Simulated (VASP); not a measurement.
**Cu3P (space group P-3m1): computed properties**

Computed with PBEsol GGA, VASP's PBE PAW potentials (set 64) (plane waves; VASP 6.6.1).

```yaml
space_group: P-3m1 (164)
cell: a = 3.975 Å, b = 3.975 Å, c = 7.167 Å, α = 90.00°, β = 90.00°, γ = 120.00°
volume_per_atom: 12.26 Å³/atom
band gap (over mesh and band path): none (metal, semimetal or under 0.01 eV)
density: 7.50 g/cm³
```

```
CELL_PARAMETERS angstrom
      3.97501     0.00000     0.00000
     -1.98751     3.44246     0.00000
      0.00000     0.00000     7.16691
ATOMIC_POSITIONS crystal
  Cu 0.33333 0.66667 0.60934
  Cu 0.66667 0.33333 0.39066
  Cu 0.33333 0.66667 0.96128
  Cu 0.66667 0.33333 0.03872
  Cu 0.00000 0.00000 0.81167
  Cu 0.00000 0.00000 0.18833
  P  0.66667 0.33333 0.71632
  P  0.33333 0.66667 0.28368
```

The structure comes from a computed database's Cu3P entry (P-3m1); how it stands against other phases isn't given here. It was relaxed first. Symmetry was kept, so distortions that lower it aren't found.
